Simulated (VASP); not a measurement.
# WSe2: from the relaxed cell to its vibrations, part 2 of 2

What lattice, stiffness and vibrations does WSe2 have at one level of theory? The starting structure is a measured crystal structure from the Crystallography Open Database. All runs use PBEsol.

VASP 6.6.1.

So far. Step 2 (Relaxation): The relaxed cell holds 20.373 Å³ an atom, with a = 3.268 Å (-0.4 % against the database cell) and c = 13.214 Å (+2.0 % against the database cell). Pressures at 0.985 and 1.015 times this volume, from two more relaxations that aren't shown, give a bulk modulus of 24.3 GPa. Step 3 (Elastic constants): The elastic tensor has C11 = 198.2, C12 = 36.8, C44 = 13.5 GPa, among others; its Hill averages are a bulk modulus of 41.1 and a shear modulus of 34.2 GPa.

## (4) Modes of the relaxed cell

Level of this step: PBEsol; plane waves and PAW (W, Se) (VASP).

Input file INCAR:

```
SYSTEM = WSe2
PREC = Accurate
ENCUT = 500
EDIFF = 1E-08
NELM = 100
ISMEAR = 0
SIGMA = 0.03
LREAL = .FALSE.
ALGO = Normal
GGA = PS
NBANDS = 24
LASPH = .TRUE.
LORBIT = 11
LWAVE = .FALSE.
LCHARG = .FALSE.
KPAR = 8
IBRION = 8
LEPSILON = .TRUE.
LPEAD = .TRUE.
ISIF = 2
```

Input file POSCAR:

```
WSe2
1.0
    3.2683213207      0.0000000000      0.0000000000
   -1.6341606604      2.8304492915      0.0000000000
    0.0000000000      0.0000000000     13.2136787959
W Se
2 4
Direct
    0.6666666667      0.3333333333      0.7500000000
    0.3333333333      0.6666666667      0.2500000000
    0.6666666667      0.3333333333      0.3767044172
    0.3333333333      0.6666666667      0.8767044172
    0.6666666667      0.3333333333      0.1232955828
    0.3333333333      0.6666666667      0.6232955828
```

Input file KPOINTS:

```
Automatic mesh
0
Gamma
12 12 4
0 0 0
```

The projector-augmented-wave data sets are W and Se (PBE family, release 64).

Started as:

```console
$ mpirun -np 8 vasp_std
```

The program printed:

```text
[... set-up lines as in an earlier step ...]
 entering main loop
       N       E                     dE             d eps       ncg     rms          rms(c)
DAV:   1     0.183144577314E+03    0.18314E+03   -0.15387E+04  2736   0.127E+03
DAV:   2    -0.332303930011E+02   -0.21637E+03   -0.20801E+03  3736   0.263E+02
DAV:   3    -0.483840603382E+02   -0.15154E+02   -0.15030E+02  3608   0.686E+01
DAV:   4    -0.486986979128E+02   -0.31464E+00   -0.31361E+00  3672   0.105E+01
[...]
DAV:  18    -0.466804316804E+02    0.17974E-07   -0.33298E-09  2024   0.492E-04    0.369E-04
DAV:  19    -0.466804316917E+02   -0.11295E-07   -0.19639E-09  1920   0.256E-04    0.132E-04
DAV:  20    -0.466804316918E+02   -0.16735E-09   -0.68131E-10  1864   0.210E-04
   1 F= -.46680432E+02 E0= -.46680432E+02  d E =-.127325E-11
 Linear response reoptimize wavefunctions to high precision
DAV:   1    -0.466804316928E+02   -0.92950E-09   -0.21758E-10  1920   0.646E-05
DAV:   2    -0.466804316928E+02    0.16826E-10   -0.85640E-11  1800   0.589E-05
 Linear response to external field (no local field effect), progress :
[...]
RMM:  12    -0.701992567275E-01   -0.71371E-08    0.61062E-08 26350   0.289E-05    0.696E-07
 first order change of Fermi-energy  -0.36765E-01
 force on displaced ion       3 direction 1 :  -9.169  -0.000   0.000
 Born effective charge ion    3 direction 1 :   0.688   0.000   0.000
 Linear response progress:
  Degree of freedom:   4/  4
       N       E                     dE             d eps       ncg     rms          rms(c)
RMM:   1    -0.126381758789E+00   -0.12638E+00    0.65012E-02  7757   0.141E+00
RMM:   2    -0.122122543167E+00    0.42592E-02   -0.42320E-03  5526   0.331E-01    0.267E-01
RMM:   3    -0.122003301674E+00    0.11924E-03   -0.55318E-04  5689   0.102E-01    0.211E-01
RMM:   4    -0.122030301250E+00   -0.27000E-04   -0.26298E-04  5744   0.552E-02    0.478E-02
[...]
RMM:  11    -0.122065181208E+00   -0.21772E-06   -0.18812E-07  6321   0.850E-05    0.353E-05
RMM:  12    -0.122065293883E+00   -0.11267E-06   -0.10108E-07  6538   0.539E-05    0.141E-05
RMM:  13    -0.122065289215E+00    0.46675E-08   -0.49555E-08  6769   0.329E-05    0.415E-06
 first order change of Fermi-energy  -0.78248E+00
 force on displaced ion       3 direction 3 :   0.000  -0.000 -16.501
 Born effective charge ion    3 direction 3 :   0.000  -0.000   0.379
 Born effective charges drift removed
 Linear response finished
```

The job ended after 7.7 min (8 MPI ranks of Intel Xeon 6975P-C (Granite Rapids), shared host; peak memory 14 GiB).

Parts of OUTCAR (step 4):

```text
  Total        0.0033065      0.0033065      0.0023465     -0.0000000      0.0000000      0.0000000
  in kB        0.0433380      0.0433380      0.0307553     -0.0000000      0.0000000      0.0000000
  external PRESSURE =       0.0391438 kB  Pullay stress =       0.0000000 kB

 POSITION                                       TOTAL-FORCE (eV/Angst)
 -----------------------------------------------------------------------------------
      1.63416      0.94348      9.91026        -0.000000      0.000000      0.000000
     -0.00000      1.88697      3.30342        -0.000000      0.000000      0.000000
      1.63416      0.94348      4.97765        -0.000000     -0.000000      0.000422
     -0.00000      1.88697     11.58449         0.000000      0.000000      0.000422
      1.63416      0.94348      1.62919        -0.000000     -0.000000     -0.000422
     -0.00000      1.88697      8.23603         0.000000      0.000000     -0.000422
 -----------------------------------------------------------------------------------
    total drift:                               -0.000000      0.000000     -0.000000

 MACROSCOPIC STATIC DIELECTRIC TENSOR (including local field effects in DFT)
 ------------------------------------------------------
          14.846183    -0.000000    -0.000000
          -0.000000    14.846183     0.000000
          -0.000000    -0.000000     7.003758
 ------------------------------------------------------

 MACROSCOPIC STATIC DIELECTRIC TENSOR IONIC CONTRIBUTION
 ------------------------------------------------------
           0.294774    -0.000000    -0.000000
          -0.000000     0.294774     0.000000
          -0.000000     0.000000     0.058456
 ------------------------------------------------------

[... 2 further parts left out ...]
```

The zone-centre modes at 20.373 Å³ an atom are B1g (2) 307.8, A2u 306.2, E1g 174.8, E2u 173.5, B1g (1) 26.8, E2g 19.3 cm⁻¹.

## (5) Modes at 0.97 of that volume

Shape and positions were first relaxed at this volume, in a run that isn't shown.

INCAR is that of step 4.

Input file POSCAR:

```
WSe2
1.0
    3.2580961659      0.0000000000      0.0000000000
   -1.6290480829      2.8215940477      0.0000000000
    0.0000000000      0.0000000000     12.8978456795
W Se
2 4
Direct
    0.6666666667      0.3333333333      0.7500000000
    0.3333333333      0.6666666667      0.2500000000
    0.6666666667      0.3333333333      0.3799595059
    0.3333333333      0.6666666667      0.8799595059
    0.6666666667      0.3333333333      0.1200404941
    0.3333333333      0.6666666667      0.6200404941
```

KPOINTS is that of step 4.

Started as:

```console
$ mpirun -np 8 vasp_std
```

The program printed:

```text
[... set-up lines as in an earlier step ...]
 entering main loop
       N       E                     dE             d eps       ncg     rms          rms(c)
DAV:   1     0.179604763601E+03    0.17960E+03   -0.15400E+04  2736   0.128E+03
DAV:   2    -0.337668631028E+02   -0.21337E+03   -0.20444E+03  3736   0.262E+02
DAV:   3    -0.483769932330E+02   -0.14610E+02   -0.14503E+02  3632   0.670E+01
DAV:   4    -0.486580362317E+02   -0.28104E+00   -0.28024E+00  3648   0.995E+00
[...]
DAV:  17    -0.466696687057E+02   -0.16646E-07   -0.18563E-08  2736   0.825E-04    0.526E-04
DAV:  18    -0.466696686948E+02    0.10905E-07   -0.32933E-09  2088   0.381E-04    0.226E-04
DAV:  19    -0.466696686991E+02   -0.43676E-08   -0.96117E-10  2024   0.175E-04
   1 F= -.46669669E+02 E0= -.46669669E+02  d E =-.193064E-18
 Linear response reoptimize wavefunctions to high precision
DAV:   1    -0.466696686991E+02    0.85720E-10   -0.27358E-10  2064   0.120E-04
 Linear response to external field (no local field effect), progress :
  Direction:   1
[...]
RMM:  12    -0.700284497579E-01   -0.38693E-08   -0.38855E-09 25826   0.353E-05    0.752E-07
 first order change of Fermi-energy  -0.22993E-01
 force on displaced ion       3 direction 1 :  -9.259  -0.000   0.000
 Born effective charge ion    3 direction 1 :   0.696   0.000   0.000
 Linear response progress:
  Degree of freedom:   4/  4
       N       E                     dE             d eps       ncg     rms          rms(c)
RMM:   1    -0.126449580419E+00   -0.12645E+00    0.65589E-02  7751   0.142E+00
RMM:   2    -0.122101666276E+00    0.43479E-02   -0.42338E-03  5525   0.336E-01    0.270E-01
RMM:   3    -0.121986579649E+00    0.11509E-03   -0.48757E-04  5703   0.102E-01    0.212E-01
RMM:   4    -0.122025005707E+00   -0.38426E-04   -0.26940E-04  5753   0.557E-02    0.476E-02
[...]
RMM:  11    -0.122060240390E+00   -0.10660E-06   -0.18780E-07  6430   0.794E-05    0.287E-05
RMM:  12    -0.122060312550E+00   -0.72160E-07   -0.60133E-08  6566   0.570E-05    0.106E-05
RMM:  13    -0.122060314232E+00   -0.16821E-08    0.76881E-09  6893   0.426E-05    0.309E-06
 first order change of Fermi-energy   0.32920E+00
 force on displaced ion       3 direction 3 :   0.000  -0.000 -16.729
 Born effective charge ion    3 direction 3 :   0.000   0.000   0.435
 Born effective charges drift removed
 Linear response finished
```

It took 7.1 min on 8 MPI ranks; peak memory 14 GiB; 46 min of CPU time.

OUTCAR, selected parts (step 5):

```text
  Total        0.7271366      0.7271366      0.7282683      0.0000000      0.0000000      0.0000000
  in kB        9.8254167      9.8254167      9.8407094      0.0000000      0.0000000      0.0000000
  external PRESSURE =       9.8305143 kB  Pullay stress =       0.0000000 kB

 POSITION                                       TOTAL-FORCE (eV/Angst)
 -----------------------------------------------------------------------------------
      1.62905      0.94053      9.67338        -0.000000     -0.000000      0.000000
     -0.00000      1.88106      3.22446        -0.000000      0.000000      0.000000
      1.62905      0.94053      4.90066        -0.000000      0.000000      0.001366
     -0.00000      1.88106     11.34958         0.000000     -0.000000      0.001366
      1.62905      0.94053      1.54826        -0.000000      0.000000     -0.001366
     -0.00000      1.88106      7.99719         0.000000     -0.000000     -0.001366
 -----------------------------------------------------------------------------------
    total drift:                                0.000000     -0.000000      0.000000

 MACROSCOPIC STATIC DIELECTRIC TENSOR (including local field effects in DFT)
 ------------------------------------------------------
          15.220735     0.000000    -0.000000
           0.000000    15.220735     0.000000
           0.000000     0.000000     7.938680
 ------------------------------------------------------

 MACROSCOPIC STATIC DIELECTRIC TENSOR IONIC CONTRIBUTION
 ------------------------------------------------------
           0.309247     0.000000    -0.000000
           0.000000     0.309247    -0.000000
          -0.000000    -0.000000     0.078758
 ------------------------------------------------------

[... 1 part as in an earlier step ...]

[... 1 further part left out ...]
```

The log as kept lacks single lines of electronic cycles.

The symmetry labels of these modes could not be matched to those of the other runs. Unlabelled, the frequencies, but for the three nearest zero, run from 24.1 to 309.5 cm⁻¹.

## (6) Modes at 1.03 of that volume

Shape and positions were first relaxed at this volume, in a run that isn't shown.

INCAR is that of step 5.

Input file POSCAR:

```
WSe2
1.0
    3.2736598087      0.0000000000      0.0000000000
   -1.6368299044      2.8350725577      0.0000000000
    0.0000000000      0.0000000000     13.5657363199
W Se
2 4
Direct
    0.6666666667      0.3333333333      0.7500000000
    0.3333333333      0.6666666667      0.2500000000
    0.6666666667      0.3333333333      0.3733264205
    0.3333333333      0.6666666667      0.8733264205
    0.6666666667      0.3333333333      0.1266735795
    0.3333333333      0.6666666667      0.6266735795
```

KPOINTS is that of step 5.

Started as:

```console
$ mpirun -np 8 vasp_std
```

The program printed:

```text
[... set-up lines as in an earlier step ...]
 entering main loop
       N       E                     dE             d eps       ncg     rms          rms(c)
DAV:   1     0.181273907348E+03    0.18127E+03   -0.15309E+04  2736   0.127E+03
DAV:   2    -0.334253482759E+02   -0.21470E+03   -0.20651E+03  3776   0.258E+02
DAV:   3    -0.484376334196E+02   -0.15012E+02   -0.14894E+02  3672   0.673E+01
DAV:   4    -0.487119772715E+02   -0.27434E+00   -0.27358E+00  3608   0.992E+00
[...]
DAV:  18    -0.466746256607E+02    0.17826E-07   -0.30580E-09  1952   0.484E-04    0.437E-04
DAV:  19    -0.466746256725E+02   -0.11779E-07   -0.18456E-09  1896   0.238E-04    0.968E-05
DAV:  20    -0.466746256728E+02   -0.25648E-09   -0.61264E-10  1872   0.205E-04
   1 F= -.46674626E+02 E0= -.46674626E+02  d E =-.363743E-12
 Linear response reoptimize wavefunctions to high precision
DAV:   1    -0.466746256742E+02   -0.13920E-08   -0.20501E-10  1856   0.600E-05
DAV:   2    -0.466746256742E+02   -0.28649E-10   -0.86205E-11  1808   0.538E-05
 Linear response to external field (no local field effect), progress :
[...]
RMM:  14    -0.703063541271E-01   -0.14469E-08    0.46513E-07 16150   0.134E-05    0.591E-08
 first order change of Fermi-energy   0.26093E-01
 force on displaced ion       3 direction 1 :  -9.122  -0.001   0.000
 Born effective charge ion    3 direction 1 :   0.683   0.000   0.000
 Linear response progress:
  Degree of freedom:   4/  4
       N       E                     dE             d eps       ncg     rms          rms(c)
RMM:   1    -0.126576829306E+00   -0.12658E+00    0.64451E-02  7785   0.140E+00
RMM:   2    -0.122367405736E+00    0.42094E-02   -0.43170E-03  5525   0.329E-01    0.265E-01
RMM:   3    -0.122233288924E+00    0.13412E-03   -0.56851E-04  5673   0.103E-01    0.210E-01
RMM:   4    -0.122255998040E+00   -0.22709E-04   -0.26169E-04  5729   0.554E-02    0.474E-02
[...]
RMM:  12    -0.122289814369E+00   -0.20876E-06   -0.20682E-07  6457   0.595E-05    0.187E-05
RMM:  13    -0.122289807168E+00    0.72003E-08   -0.24057E-07  6703   0.236E-05    0.552E-06
RMM:  14    -0.122289813362E+00   -0.61939E-08   -0.90989E-08  6317   0.148E-05    0.171E-06
 first order change of Fermi-energy  -0.92916E-01
 force on displaced ion       3 direction 3 :   0.000  -0.000 -16.392
 Born effective charge ion    3 direction 3 :  -0.000   0.000   0.328
 Born effective charges drift removed
 Linear response finished
```

It took 6.3 min on 8 MPI ranks; peak memory 15 GiB.

Parts of OUTCAR (step 6):

```text
  Total       -0.3761589     -0.3761589     -0.3903042      0.0000000      0.0000000      0.0000000
  in kB       -4.7867510     -4.7867510     -4.9667549      0.0000000      0.0000000      0.0000000
  external PRESSURE =      -4.8467523 kB  Pullay stress =       0.0000000 kB

 POSITION                                       TOTAL-FORCE (eV/Angst)
 -----------------------------------------------------------------------------------
      1.63683      0.94502     10.17430        -0.000000     -0.000000      0.000000
     -0.00000      1.89005      3.39143        -0.000000      0.000000      0.000000
      1.63683      0.94502      5.06445         0.000000      0.000000     -0.000023
     -0.00000      1.89005     11.84732        -0.000000     -0.000000     -0.000023
      1.63683      0.94502      1.71842        -0.000000     -0.000000      0.000023
     -0.00000      1.89005      8.50129         0.000000     -0.000000      0.000023
 -----------------------------------------------------------------------------------
    total drift:                               -0.000000      0.000000     -0.000000

 MACROSCOPIC STATIC DIELECTRIC TENSOR (including local field effects in DFT)
 ------------------------------------------------------
          14.447880    -0.000000     0.000000
          -0.000000    14.447880     0.000000
           0.000000    -0.000000     6.174092
 ------------------------------------------------------

 MACROSCOPIC STATIC DIELECTRIC TENSOR IONIC CONTRIBUTION
 ------------------------------------------------------
           0.283173    -0.000000    -0.000000
          -0.000000     0.283173     0.000000
          -0.000000     0.000000     0.042598
 ------------------------------------------------------

[... 1 part as in an earlier step ...]

[... 1 further part left out ...]
```

The zone-centre modes at 20.984 Å³ an atom are B1g (2) 307.0, A2u 306.1, E1g 174.0, E2u 173.3, B1g (1) 16.4, E2g 14.7 cm⁻¹.

## (7) The runs compared

```csv
run,volume (Å³/atom),B1g (2),A2u,E1g,E2u,B1g (1),E2g,core minutes
relaxation,20.373,-,-,-,-,-,-,1.89
elastic constants,20.373,-,-,-,-,-,-,55.3
modes of the relaxed cell,20.373,307.8,306.2,174.8,173.5,26.8,19.3,61.5
modes at 0.97 of that volume,19.762,-,-,-,-,-,-,56.9
modes at 1.03 of that volume,20.984,307.0,306.1,174.0,173.3,16.4,14.7,50.4
```

Modes are in cm⁻¹, degenerate ones as one, matched by symmetry and order. A number in brackets counts the listed modes of one symmetry from the lowest. The symmetry labels come from an automatic analysis and can be wrong where levels nearly coincide. Levels within 1 cm⁻¹ of another in the first mode run are left out, since their labels are uncertain. Core minutes are wall time times ranks of the run shown, on a shared host.

## (8) Results

```json
{
  "relaxed volume": "20.37 Å³/atom",
  "bulk modulus from two volumes": "24.3 GPa",
  "Hill shear modulus": "34.2 GPa",
  "mode B1g (2)": "307.8 cm⁻¹",
  "mode A2u": "306.2 cm⁻¹",
  "mode E1g": "174.8 cm⁻¹",
  "mode E2u": "173.5 cm⁻¹",
  "mode B1g (1)": "26.8 cm⁻¹",
  "mode E2g": "19.3 cm⁻¹"
}
```

What this shows: At the PBEsol level WSe2 relaxes to 20.37 Å³ an atom. The bulk modulus is 24.3 GPa from the pressures at two volumes and 41.1 GPa as the Hill average of the elastic tensor; in a crystal this anisotropic the average lies above the modulus under even pressure, since it is the mean of an upper and a lower bound. The bonds form layers, and no dispersion term is on, so the spacing, the stiffness across it and any mode in which layers move against each other are unreliable. The dielectric constants and Born charges in the logs aren't compared here; at a small gap they can be far off, and in a run without a gap they mean nothing. The frequencies are harmonic, and the splitting of polar modes by their long-range field is left out. All values are for a static lattice. Further runs on this material are not shown.

[Lines on the potential files, build, host, timing and source positions are cut from VASP's logs without a mark.]

[Logs are printed without paths, hosts, clocks, repeated set-up lines and the standing remarks that a program may print on its own settings, such as how far it seeks lower states.]

[Hosts, paths, dates, database ids (printed as entryN), source tags and the programs' standing remarks are cut or masked in the printed files.]
